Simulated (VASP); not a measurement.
A run of VASP 6.6.1 is set up as follows.

The input INCAR:

```
ALGO = Normal ; AMIX = 0.2
AMIX_MAG = 0.8 ; BMIX = 1E-4
BMIX_MAG = 1E-4 ; EDIFF = 1E-7
ENCUT = 520 ; ICORELEVEL = 1
ISIF = 2 ; ISMEAR = 1
ISPIN = 2 ; LASPH = T
LCHARG = F ; LMAXMIX = 4
LORBIT = 11 ; LREAL = F
LWAVE = F ; MAGMOM = 4
NBANDS = 14 ; NELM = 150
PREC = Accurate ; SIGMA = 0.1
```

File KPOINTS:

```
k-points
0
Gamma
  18 18 18
```

POSCAR

```
Fe                                      
1.0
   -1.3731940337      1.3731940337      1.3731940337
    1.3731940337     -1.3731940337      1.3731940337
    1.3731940337      1.3731940337     -1.3731940337
  Fe            
     1
Direct
     0.0000000000000000    0.0000000000000000    0.0000000000000000
```

The input KPOINTS_OPT:

```
explicit points
94
Reciprocal
 0.0000000000  0.0000000000  0.0000000000 1
 0.0357142857 -0.0357142857  0.0357142857 1
 0.0714285714 -0.0714285714  0.0714285714 1
 0.1071428571 -0.1071428571  0.1071428571 1
 0.1428571429 -0.1428571429  0.1428571429 1
 0.1785714286 -0.1785714286  0.1785714286 1
 0.2142857143 -0.2142857143  0.2142857143 1
 0.2500000000 -0.2500000000  0.2500000000 1
 0.2857142857 -0.2857142857  0.2857142857 1
 0.3214285714 -0.3214285714  0.3214285714 1
 0.3571428571 -0.3571428571  0.3571428571 1
 0.3928571429 -0.3928571429  0.3928571429 1
 0.4285714286 -0.4285714286  0.4285714286 1
 0.4642857143 -0.4642857143  0.4642857143 1
 0.5000000000 -0.5000000000  0.5000000000 1
 0.5000000000 -0.5000000000  0.5000000000 1
 0.4642857143 -0.4642857143  0.5000000000 1
 0.4285714286 -0.4285714286  0.5000000000 1
 0.3928571429 -0.3928571429  0.5000000000 1
 0.3571428571 -0.3571428571  0.5000000000 1
 0.3214285714 -0.3214285714  0.5000000000 1
 0.2857142857 -0.2857142857  0.5000000000 1
 0.2500000000 -0.2500000000  0.5000000000 1
 0.2142857143 -0.2142857143  0.5000000000 1
 0.1785714286 -0.1785714286  0.5000000000 1
 0.1428571429 -0.1428571429  0.5000000000 1
 0.1071428571 -0.1071428571  0.5000000000 1
 0.0714285714 -0.0714285714  0.5000000000 1
 0.0357142857 -0.0357142857  0.5000000000 1
 0.0000000000  0.0000000000  0.5000000000 1
 0.0000000000  0.0000000000  0.5000000000 1
 0.0000000000  0.0000000000  0.4642857143 1
 0.0000000000  0.0000000000  0.4285714286 1
 0.0000000000  0.0000000000  0.3928571429 1
 0.0000000000  0.0000000000  0.3571428571 1
 0.0000000000  0.0000000000  0.3214285714 1
 0.0000000000  0.0000000000  0.2857142857 1
 0.0000000000  0.0000000000  0.2500000000 1
 0.0000000000  0.0000000000  0.2142857143 1
 0.0000000000  0.0000000000  0.1785714286 1
 0.0000000000  0.0000000000  0.1428571429 1
 0.0000000000  0.0000000000  0.1071428571 1
 0.0000000000  0.0000000000  0.0714285714 1
 0.0000000000  0.0000000000  0.0357142857 1
 0.0000000000  0.0000000000  0.0000000000 1
 0.0000000000  0.0000000000  0.0000000000 1
 0.0178571429  0.0178571429  0.0178571429 1
 0.0357142857  0.0357142857  0.0357142857 1
 0.0535714286  0.0535714286  0.0535714286 1
 0.0714285714  0.0714285714  0.0714285714 1
 0.0892857143  0.0892857143  0.0892857143 1
 0.1071428571  0.1071428571  0.1071428571 1
 0.1250000000  0.1250000000  0.1250000000 1
 0.1428571429  0.1428571429  0.1428571429 1
 0.1607142857  0.1607142857  0.1607142857 1
 0.1785714286  0.1785714286  0.1785714286 1
 0.1964285714  0.1964285714  0.1964285714 1
 0.2142857143  0.2142857143  0.2142857143 1
 0.2321428571  0.2321428571  0.2321428571 1
 0.2500000000  0.2500000000  0.2500000000 1
 0.2500000000  0.2500000000  0.2500000000 1
 0.2678571429  0.1964285714  0.2678571429 1
 0.2857142857  0.1428571429  0.2857142857 1
 0.3035714286  0.0892857143  0.3035714286 1
 0.3214285714  0.0357142857  0.3214285714 1
 0.3392857143 -0.0178571429  0.3392857143 1
 0.3571428571 -0.0714285714  0.3571428571 1
 0.3750000000 -0.1250000000  0.3750000000 1
 0.3928571429 -0.1785714286  0.3928571429 1
 0.4107142857 -0.2321428571  0.4107142857 1
 0.4285714286 -0.2857142857  0.4285714286 1
 0.4464285714 -0.3392857143  0.4464285714 1
 0.4642857143 -0.3928571429  0.4642857143 1
 0.4821428571 -0.4464285714  0.4821428571 1
 0.5000000000 -0.5000000000  0.5000000000 1
 0.2500000000  0.2500000000  0.2500000000 1
 0.2321428571  0.2321428571  0.2678571429 1
 0.2142857143  0.2142857143  0.2857142857 1
 0.1964285714  0.1964285714  0.3035714286 1
 0.1785714286  0.1785714286  0.3214285714 1
 0.1607142857  0.1607142857  0.3392857143 1
 0.1428571429  0.1428571429  0.3571428571 1
 0.1250000000  0.1250000000  0.3750000000 1
 0.1071428571  0.1071428571  0.3928571429 1
 0.0892857143  0.0892857143  0.4107142857 1
 0.0714285714  0.0714285714  0.4285714286 1
 0.0535714286  0.0535714286  0.4464285714 1
 0.0357142857  0.0357142857  0.4642857143 1
 0.0178571429  0.0178571429  0.4821428571 1
 0.0000000000  0.0000000000  0.5000000000 1
 0.0000000000  0.0000000000  0.0000000000 1
 0.5000000000 -0.5000000000  0.5000000000 1
 0.2500000000  0.2500000000  0.2500000000 1
 0.0000000000  0.0000000000  0.5000000000 1
```

Potentials or basis: VASP PAW LDA potentials, release 64 (Fe).

Launch:

```sh
$ cat potpaw_LDA.64/Fe/POTCAR > POTCAR
$ mpirun -np 1 vasp_std > vasp.out
```

**Question.** What does it give for the net moment?

**Answer.** 1.95 μB per cell.

**Question.** Estimate the band gap along the path.

**Answer.** None (metal or under the smearing width).

Core levels (eV, on the scale of the bands):
| atom | levels |
| --- | --- |
| 1 Fe | 1s -6950.9, 2s -802.7, 2p -683.7, 3s -79.3, 3p -45.9 |
